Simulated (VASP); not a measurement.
**Co: surface energy and work function by face**

Which face of Co is cheapest, and which holds its electrons hardest?

Calculated with VASP 6.6.1; PBE, spin-polarised from a ferromagnetic start; plane waves and PAW (Co).

Report form: the programs' logs are mostly left out.

## 1. Starting point

The structure is hexagonal, space group P6_3/mmc (No. 194). Conventional cell: a = 2.510 Å, b = 2.510 Å, c = 4.071 Å, α = 90.00°, β = 90.00°, γ = 120.00°. Co has 12 Co at 2.50 to 2.51 Å nearest.

As a file:

```cif
data_structure
_symmetry_space_group_name_H-M 'P 1'
_symmetry_Int_Tables_number 1
_cell_length_a 2.5100
_cell_length_b 2.5100
_cell_length_c 4.0712
_cell_angle_alpha 90.000
_cell_angle_beta 90.000
_cell_angle_gamma 120.000
_cell_volume 22.21
loop_
_atom_site_label
_atom_site_type_symbol
_atom_site_fract_x
_atom_site_fract_y
_atom_site_fract_z
_atom_site_occupancy
Co1 Co 0.00000 0.00000 0.00000 1
Co2 Co 0.33333 0.66667 0.50000 1
```

## 2. The bulk reference, job relaxation, k-mesh 18×18×10

The bulk crystal is relaxed first, so that the slabs are cut at this functional's lattice.

Contents of INCAR:

```
SYSTEM = Co
PREC = Accurate
ENCUT = 420
EDIFF = 1E-06
NELM = 120
ISMEAR = 1
SIGMA = 0.15
LREAL = .FALSE.
ALGO = Normal
GGA = PE
NBANDS = 19
ISPIN = 2
MAGMOM = 2 2
LASPH = .TRUE.
LMAXMIX = 4
LORBIT = 11
LWAVE = .FALSE.
LCHARG = .FALSE.
KPAR = 4
IBRION = 2
NSW = 30
ISIF = 3
EDIFFG = -0.01
POTIM = 0.4
```

Contents of POSCAR:

```
Co
1.0
    2.5100000000      0.0000000000      0.0000000000
   -1.2550000000      2.1737237635      0.0000000000
    0.0000000000      0.0000000000      4.0712200000
Co
2
Direct
    0.0000000000      0.0000000000      0.0000000000
    0.3333333333      0.6666666667      0.5000000000
```

Contents of KPOINTS:

```
Automatic mesh
0
Gamma
18 18 10
0 0 0
```

Potentials, in the order of the species: Co (PBE family, release 64).

Run with:

```bash
$ mpirun -np 4 vasp_std
```

Wall time 2.1 min (4 MPI ranks of AMD EPYC 7R13 (Zen 3), shared host); peak memory 0.72 GiB; 6.8 min of CPU time.

The magnetic state follows from one typed start and may not be the lowest. The run keeps the 24 symmetry operations of its start, so it cannot find a distortion of lower symmetry.

Step by step:

```tsv
step	energy less that of the first step (eV)	largest force (eV/Å)	pressure (GPa)	volume (Å³)
1	0.0000	0.0000	-5.95	22.21
2	-0.0062	0.0000	4.51	21.17
3	-0.0119	0.0000	0.01	21.59
4	-0.0119	0.0000	0.13	21.58
5	-0.0119	0.0000	0.13	21.58
6	-0.0120	0.0000	0.13	21.58
7	-0.0120	0.0000	0.13	21.58
8	-0.0120	0.0000	0.13	21.58
```

```tsv
conventional cell, symmetrised	before	after	change
a (Å)	2.510	2.488	-0.9 %
b (Å)	2.510	2.488	-0.9 %
c (Å)	4.071	4.025	-1.1 %
volume (Å³/atom)	11.11	10.79	-2.9 %
```

Final coordinates:

```cif
data_structure
_symmetry_space_group_name_H-M 'P 1'
_symmetry_Int_Tables_number 1
_cell_length_a 2.4880
_cell_length_b 2.4880
_cell_length_c 4.0246
_cell_angle_alpha 90.000
_cell_angle_beta 90.000
_cell_angle_gamma 120.000
_cell_volume 21.58
loop_
_atom_site_label
_atom_site_type_symbol
_atom_site_fract_x
_atom_site_fract_y
_atom_site_fract_z
_atom_site_occupancy
Co1 Co 0.00000 0.00000 0.00000 1
Co2 Co 0.33333 0.66667 0.50000 1
```

This step gave:

- electronic cycles: 49
- electrons: 18
- free energy (TOTEN): -14.07 eV
- energy at zero smearing: -14.07 eV
- Fermi energy: 10.33 eV
- moment of the cell, from the last line of the log: 3.181 μB
- metallic: yes

Spin moment in the PAW sphere by atom:

```tsv
atom	spin moment in the PAW sphere (μB)
Co1	1.61
Co2	1.61
```

The run ended after 8 ionic steps, 0.012 eV below its first step, once forces and stress met EDIFFG = -0.01.

Energy at zero smearing: -14.07394 eV.

## 3. The bulk reference, job self-consistent run, k-mesh 21×21×12

Contents of INCAR:

```
SYSTEM = Co
PREC = Normal
ENCUT = 320
EDIFF = 1E-06
NELM = 120
ISMEAR = 1
SIGMA = 0.15
LREAL = .FALSE.
ALGO = Fast
GGA = PE
NBANDS = 19
ISPIN = 2
MAGMOM = 2 2
LASPH = .TRUE.
LMAXMIX = 4
LORBIT = 11
LWAVE = .FALSE.
LCHARG = .FALSE.
KPAR = 4
```

Contents of POSCAR:

```
Co
1.0
    2.4880051214      0.0000000000      0.0000000000
   -1.2440025607      2.1546756399      0.0000000000
    0.0000000000      0.0000000000      4.0246253001
Co
2
Direct
    0.0000000000      0.0000000000      0.0000000000
    0.3333333333      0.6666666667      0.5000000000
```

Contents of KPOINTS:

```
Automatic mesh
0
Gamma
21 21 12
0 0 0
```

Run with:

```bash
$ mpirun -np 4 vasp_std
```

Wall time 24 s (4 MPI ranks); peak memory 0.67 GiB; 74 s of CPU time.

This step gave:

```
electronic cycles                                 : 15
free energy (TOTEN)                               : -14.09 eV
energy at zero smearing                           : -14.09 eV
Fermi energy                                      : 10.34 eV
moment of the cell, from the last line of the log : 3.192 μB
```

Energy at zero smearing: -14.08910 eV.

The run ends at a pressure of 0.34 GPa.

## 4. Surface relaxation, 8 atoms, face Co(0001)

System of this step: Co(0001). The cell holds 8 atoms: 8 Co. Cell: a = 2.488 Å, b = 2.488 Å, c = 29.086 Å, α = 90.0°, β = 90.0°, γ = 60.0°. It derives from Co. 8 layers of hcp Co, cut at this functional's lattice. Vacuum lies along c.

All atoms relax at the fixed cell.

Contents of INCAR:

```
SYSTEM = Co
PREC = Normal
ENCUT = 320
EDIFF = 1E-05
NELM = 120
ISMEAR = 1
SIGMA = 0.15
LREAL = .FALSE.
ALGO = Fast
GGA = PE
NBANDS = 58
ISPIN = 2
MAGMOM = 2 2 2 2 2 2 2 2
LASPH = .TRUE.
LMAXMIX = 4
LORBIT = 11
LWAVE = .FALSE.
LCHARG = .FALSE.
KPAR = 4
IBRION = 2
NSW = 40
ISIF = 2
EDIFFG = -0.03
POTIM = 0.4
MAXMIX = 40
```

Contents of POSCAR:

```
Co
1.0
    2.4880051214      0.0000000000      0.0000000000
    1.2440025607      2.1546756399      0.0000000000
    0.0000000000      0.0000000000     29.0861885504
Co
8
Direct
    0.6666666700      0.6666666700      0.2578543400
    0.0000000000      0.0000000000      0.3270388200
    0.6666666700      0.6666666700      0.3962232900
    0.0000000000      0.0000000000      0.4654077600
    0.6666666700      0.6666666700      0.5345922400
    0.0000000000      0.0000000000      0.6037767100
    0.6666666700      0.6666666700      0.6729611800
    0.0000000000      0.0000000000      0.7421456600
```

Contents of KPOINTS:

```
Automatic mesh
0
Gamma
15 15 1
0 0 0
```

Run with:

```bash
$ mpirun -np 4 vasp_std
```

It took 2.5 min on 4 MPI ranks; peak memory 1 GiB.

The run keeps the 12 symmetry operations of its start, so it cannot find a distortion of lower symmetry.

The steps of the relaxation:

```tsv
step	energy less that of the first step (eV)	largest force (eV/Å)
1	0.0000	0.4525
2	-0.0209	0.2123
3	-0.0270	0.0416
4	-0.0271	0.0434
5	-0.0273	0.0261
```

The atoms that moved most (Å):

```tsv
atom	dx	dy	dz	length
Co2	0.000	0.000	-0.033	0.033
Co7	0.000	0.000	0.033	0.033
Co8	0.000	0.000	-0.026	0.026
Co1	0.000	0.000	0.026	0.026
Co6	0.000	0.000	-0.012	0.012
Co3	0.000	0.000	0.012	0.012
Co4	0.000	0.000	-0.008	0.008
Co5	0.000	0.000	0.008	0.008
```

The relaxed structure:

```xyz
8
Lattice="2.4880 0.0000 0.0000 1.2440 2.1547 0.0000 0.0000 0.0000 29.0862" Properties=species:S:1:pos:R:3
Co    2.4880    1.4365    7.5263
Co    0.0000    0.0000    9.4797
Co    2.4880    1.4365   11.5366
Co    0.0000    0.0000   13.5294
Co    2.4880    1.4365   15.5568
Co    0.0000    0.0000   17.5495
Co    2.4880    1.4365   19.6065
Co    0.0000    0.0000   21.5599
```

Numbers from this step:

```
electronic cycles                                 : 67
electrons                                         : 72
free energy (TOTEN)                               : -54.9540 eV
energy at zero smearing                           : -54.9548 eV
Fermi energy                                      : 3.619 eV
moment of the cell, from the last line of the log : 13.11 μB
```

Spin moment in the PAW sphere by atom:

```tsv
atom	spin moment in the PAW sphere (μB)
Co1	1.73
Co2	1.66
Co3	1.62
Co4	1.62
Co5	1.62
Co6	1.62
Co7	1.66
Co8	1.73
```

The run ended after 5 ionic steps, 0.027 eV below its first step, once the forces on the free atoms met EDIFFG = -0.03.

## 5. Vacuum level and density of states, 8 atoms, face Co(0001)

A static run writes the electrostatic potential without exchange and correlation (LVHAR), which is flat in the vacuum and gives the level to count from. The dipole correction cancels the field that unlike faces would set up across the vacuum.

Contents of INCAR:

```
SYSTEM = Co
PREC = Normal
ENCUT = 320
EDIFF = 1E-06
NELM = 120
ISMEAR = 1
SIGMA = 0.15
LREAL = .FALSE.
ALGO = Fast
GGA = PE
NBANDS = 58
ISPIN = 2
MAGMOM = 2 2 2 2 2 2 2 2
LASPH = .TRUE.
LMAXMIX = 4
LORBIT = 11
LWAVE = .FALSE.
LCHARG = .TRUE.
KPAR = 4
IDIPOL = 3
LDIPOL = .TRUE.
DIPOL = 0.5 0.5 0.5
LVHAR = .TRUE.
LVACPOTAV = .TRUE.
NEDOS = 1500
```

Contents of POSCAR:

```
Co
1.0
    2.4880051214      0.0000000000      0.0000000000
    1.2440025607      2.1546756399      0.0000000000
    0.0000000000      0.0000000000     29.0861885504
Co
8
Direct
    0.6666666700      0.6666666700      0.2587571865
    0.0000000000      0.0000000000      0.3259164569
    0.6666666700      0.6666666700      0.3966365085
    0.0000000000      0.0000000000      0.4651489153
    0.6666666700      0.6666666700      0.5348510847
    0.0000000000      0.0000000000      0.6033634915
    0.6666666700      0.6666666700      0.6740835431
    0.0000000000      0.0000000000      0.7412428135
```

KPOINTS is that of step 4.

Run with:

```bash
$ mpirun -np 4 vasp_std
```

It took 97 s on 4 MPI ranks; peak memory 1 GiB; 6.4 min of CPU time.

This step gave:

| Property | Result |
| --- | --- |
| electronic cycles | 44 |
| Fermi energy | 3.618 eV |
| dipole moment | 0, 0, 0 e·Å |
| vacuum levels | 8.541, 8.541 eV |
| work functions of the upper and lower face | 4.924, 4.924 eV |

The planar average of the electrostatic potential oscillates, so the rows of the table below give means over windows of 2.04 Å about each position, cut where the curve ends. Its maxima inside the range that stand out by 2 % of the span (Å: eV): 8.5: -1.42, 10.5: -0.623, 12.5: -1.04, 14.5: -0.705, 16.6: -1.04, 18.6: -0.623, 20.6: -1.42. Its minima: 7.5: -22.2, 9.4: -22.2, 11.6: -22.1, 13.5: -22.3, 15.6: -22.3, 17.5: -22.1, 19.7: -22.2, 21.6: -22.2.

Zero at the Fermi level. The planar average of the electrostatic potential by height; means over each step:

```tsv
height (Å)	planar average of the electrostatic potential (eV)
1.02	4.92
3.06	4.92
5.10	4.66
7.14	-9.11
9.18	-10.5
11.22	-10.2
13.26	-10.3
15.30	-10.2
17.34	-10.3
19.38	-10.2
21.42	-10.3
23.46	3.91
25.50	4.92
27.54	4.92
```

Density of states in the PAW spheres, an atom over height of the layer and energy from the Fermi level.

Ten even steps from '_' (0.03 states/eV) to '@' (3.19 states/eV), each cell a mean:
```
--::::::::::::--
::..::::::::..::
==--========--==
%%@@@@@@@@@@@@%%
@@##********##@@
**++++====++++**
++==++++++++==++
##****####****##
**++++++++++++**
--============--
--============--
::------------::
::--::----::--::
..::::::::::::..
__............__
________________
________________
________________
________________
________________
________________
________________
```
Columns: height of the layer (Å) from 7.5 to 21.6; rows upwards: energy from the Fermi level (eV) from -7.9 to 0.5.

Spin density in the ca plane at fractional y = 0.000, with atoms of Co within 0.2 Å of it.

Ten even steps from '0' (0.0 e/Å³) to '9' (2.5 e/Å³), each cell a mean:
```
00000015741000000047510000000475100000000000
00000002320000000013200000000132000000000000
00000000000000000000000000000000000000000000
00110000000000100000000001000000000000000000
00000000000000000000000000000000000000000000
00000001110000000011100000000011000000000000
00000004630000000036410000000364100000000000
00000016961000000159610000001697200000000000
```
Columns run along c (16.0 Å, from fractional 0.36 to 0.91 of the cell), rows up along a (2.5 Å). Atoms in or near the plane, at fractional coordinates: Co at (0.47, 0.00), Co at (0.60, 0.00), Co at (0.74, 0.00).

Valence density in the ca plane at fractional y = 0.000, with atoms of Co within 0.2 Å of it. It is the smooth field of the valence electrons, not physical close to the nuclei.

Ten steps, logarithmic in the rise over the least value, from '0' (0.0 e/Å³) to '9' (8.5 e/Å³), each cell a mean:
```
33333358985333333589863333335898621000000000
33333346764333333467643333334677421000000000
33443334443334433344433344433444311000000000
34554333333345543333333355433333210000000000
34554333333335543333333355433333210000000000
33443345653334433356543334333566321000000000
33333358985333333579853333335798521000000000
33333369996333333689963333335899621000000000
```
Columns run along c (16.0 Å, from fractional 0.36 to 0.91 of the cell), rows up along a (2.5 Å). Atoms in or near the plane, at fractional coordinates: Co at (0.47, 0.00), Co at (0.60, 0.00), Co at (0.74, 0.00).

The map of layer states is cut here 0.5 eV above the Fermi level, so it leaves out the states above that.

The vacuum level lies 4.92 eV above the Fermi level at the upper face; both faces agree, as the slab has next to no dipole.

The program found no field-free point at its default tolerance, and its printed vacuum level lies off the flat part of the planar average, by -0.02 eV at the upper face; the levels here are read from the flat part.

On this mesh the fine structure of the density of states is sampling noise, and high empty states may be cut by the number of bands.

## 6. Surface relaxation, 12 atoms, face Co(10-10)

System of this step: Co(10-10). The cell holds 12 atoms: 12 Co. Its edges and angles: a = 2.488 Å, b = 4.025 Å, c = 26.492 Å, α = 90.0°, β = 90.0°, γ = 90.0°. It derives from Co. 12 layers of hcp Co, cut at this functional's lattice. Vacuum lies along c.

Contents of INCAR:

```
SYSTEM = Co
PREC = Normal
ENCUT = 320
EDIFF = 1E-05
NELM = 120
ISMEAR = 1
SIGMA = 0.15
LREAL = .FALSE.
ALGO = Fast
GGA = PE
NBANDS = 86
ISPIN = 2
MAGMOM = 2 2 2 2 2 2 2 2 2 2 2 2
LASPH = .TRUE.
LMAXMIX = 4
LORBIT = 11
LWAVE = .FALSE.
LCHARG = .FALSE.
KPAR = 4
IBRION = 2
NSW = 40
ISIF = 2
EDIFFG = -0.03
POTIM = 0.4
MAXMIX = 40
```

Contents of POSCAR:

```
Co
1.0
    2.4880051214      0.0000000000      0.0000000000
    0.0000000000      4.0246253001      0.0000000000
    0.0000000000      0.0000000000     26.4916034127
Co
12
Direct
    0.0000000000      0.0000000000      0.2831085700
    0.5000000000      0.0000000000      0.3644428600
    0.5000000000      0.5000000000      0.3102200000
    0.0000000000      0.0000000000      0.4457771400
    0.0000000000      0.5000000000      0.3915542900
    0.5000000000      0.0000000000      0.5271114300
    0.5000000000      0.5000000000      0.4728885700
    0.0000000000      0.0000000000      0.6084457100
    0.0000000000      0.5000000000      0.5542228600
    0.5000000000      0.0000000000      0.6897800000
    0.5000000000      0.5000000000      0.6355571400
    0.0000000000      0.5000000000      0.7168914300
```

Contents of KPOINTS:

```
Automatic mesh
0
Gamma
12 8 1
0 0 0
```

Run with:

```bash
$ mpirun -np 4 vasp_std
```

Elapsed: 9.1 min, on 4 MPI ranks; peak memory 2.1 GiB.

The run keeps the 8 symmetry operations of its start, so it cannot find a distortion of lower symmetry.

Step by step:

```tsv
step	energy less that of the first step (eV)	largest force (eV/Å)
1	0.0000	0.4672
2	-0.0213	0.3189
3	-0.0349	0.1377
4	-0.0379	0.0837
5	-0.0395	0.0505
6	-0.0397	0.0255
```

The atoms that moved most (Å):

```tsv
atom	dx	dy	dz	length
Co12	0.000	0.000	-0.062	0.062
Co1	0.000	0.000	0.062	0.062
Co10	0.000	0.000	0.027	0.027
Co3	0.000	0.000	-0.027	0.027
Co5	0.000	0.000	-0.017	0.017
Co8	0.000	0.000	0.017	0.017
Co11	0.000	0.000	0.014	0.014
Co2	0.000	0.000	-0.014	0.014
```

Final coordinates:

```xyz
12
Lattice="2.4880 0.0000 0.0000 0.0000 4.0246 0.0000 0.0000 0.0000 26.4916" Properties=species:S:1:pos:R:3
Co    0.0000    0.0000    7.5617
Co    1.2440    0.0000    9.6403
Co    1.2440    2.0123    8.1910
Co    0.0000    0.0000   11.8056
Co    0.0000    2.0123   10.3557
Co    1.2440    0.0000   13.9667
Co    1.2440    2.0123   12.5249
Co    0.0000    0.0000   16.1359
Co    0.0000    2.0123   14.6860
Co    1.2440    0.0000   18.3006
Co    1.2440    2.0123   16.8513
Co    0.0000    2.0123   18.9299
```

Numbers from this step:

| Property | Result |
| --- | --- |
| electronic cycles | 79 |
| electrons | 108 |
| free energy (TOTEN) | -81.6924 eV |
| energy at zero smearing | -81.6947 eV |
| Fermi energy | 2.712 eV |
| moment of the cell, from the last line of the log | 19.98 μB |

Spin moment in the PAW sphere by atom:

```tsv
atom	spin moment in the PAW sphere (μB)
Co1	1.80
Co2	1.66
Co3	1.68
Co4	1.63
Co5	1.66
Co6	1.63
Co7	1.63
Co8	1.66
Co9	1.63
Co10	1.68
Co11	1.66
Co12	1.80
```

The run ended after 6 ionic steps, 0.040 eV below its first step, once the forces on the free atoms met EDIFFG = -0.03.

[end of part 1 of 2]

[Lines on the potential files, build, host, timing and source positions are cut from VASP's logs without a mark.]

[Logs are printed without paths, hosts, clocks, repeated set-up lines and the standing remarks that a program may print on its own settings, such as how far it seeks lower states.]

[Hosts, paths, dates, database ids (printed as entryN), source tags and the programs' standing remarks are cut or masked in the printed files.]

[Runs that stopped without an error message from VASP are left out.]
